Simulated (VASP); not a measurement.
OSZICAR of a VASP run on B (relaxed from the fcc structure, space group Fm-3m):

**OSZICAR**
```
       N       E                     dE             d eps       ncg     rms          rms(c)
DAV:   1    -0.152396581005E+01   -0.15240E+01   -0.16035E+03  2345   0.486E+02
DAV:   2    -0.574923989115E+01   -0.42253E+01   -0.39713E+01  2895   0.627E+01
DAV:   3    -0.576296630551E+01   -0.13726E-01   -0.13725E-01  2590   0.407E+00
DAV:   4    -0.576296766484E+01   -0.13593E-05   -0.13586E-05  3060   0.390E-02
DAV:   5    -0.576296766513E+01   -0.29257E-09   -0.94802E-10  2560   0.233E-04    0.177E+00
DAV:   6    -0.575815597886E+01    0.48117E-02   -0.22151E-04  2775   0.192E-01    0.105E+00
DAV:   7    -0.575549204140E+01    0.26639E-02   -0.54816E-04  2630   0.318E-01    0.354E-02
DAV:   8    -0.575549219294E+01   -0.15153E-06   -0.98051E-07  2525   0.113E-02
   1 F= -.57554922E+01 E0= -.57554430E+01  d E =-.575549E+01
       N       E                     dE             d eps       ncg     rms          rms(c)
DAV:   1    -0.575622186708E+01   -0.72983E-03   -0.19949E-02  2240   0.174E+00    0.888E-02
DAV:   2    -0.575614919224E+01    0.72675E-04   -0.22670E-05  2340   0.558E-02    0.518E-02
DAV:   3    -0.575611081344E+01    0.38379E-04   -0.29515E-05  2305   0.554E-02    0.292E-03
DAV:   4    -0.575611081458E+01   -0.11409E-08   -0.10444E-08  1260   0.147E-03
   2 F= -.57561108E+01 E0= -.57560536E+01  d E =-.618622E-03
       N       E                     dE             d eps       ncg     rms          rms(c)
DAV:   1    -0.575630082228E+01   -0.19001E-03   -0.19909E-03  2235   0.549E-01    0.282E-02
DAV:   2    -0.575629307421E+01    0.77481E-05   -0.22553E-06  2335   0.176E-02    0.165E-02
DAV:   3    -0.575628841630E+01    0.46579E-05   -0.29672E-06  2285   0.175E-02    0.919E-04
DAV:   4    -0.575628840656E+01    0.97372E-08   -0.10631E-09  1110   0.468E-04
   3 F= -.57562884E+01 E0= -.57562350E+01  d E =-.796214E-03
```

**Question.** Which electronic solver shows in the log?

**Answer.** It is blocked Davidson (ALGO = Normal, or the opening steps of other solvers). The INCAR had ALGO = Normal.

**Question.** Can the final energy be trusted as converged?

**Answer.** Self-consistency was reached. It stopped with EDIFF = 1E-6, NELM = 100, NSW = 60 and EDIFFG = -0.01 after 3 ionic steps (PBEsol GGA, plane waves, VASP's PBE PAW potentials (set 64)).

The structure was generated: B was put into the fcc type (Fm-3m), which need not be its known phase. This run relaxes it. Symmetry was kept, so distortions that lower it aren't found.
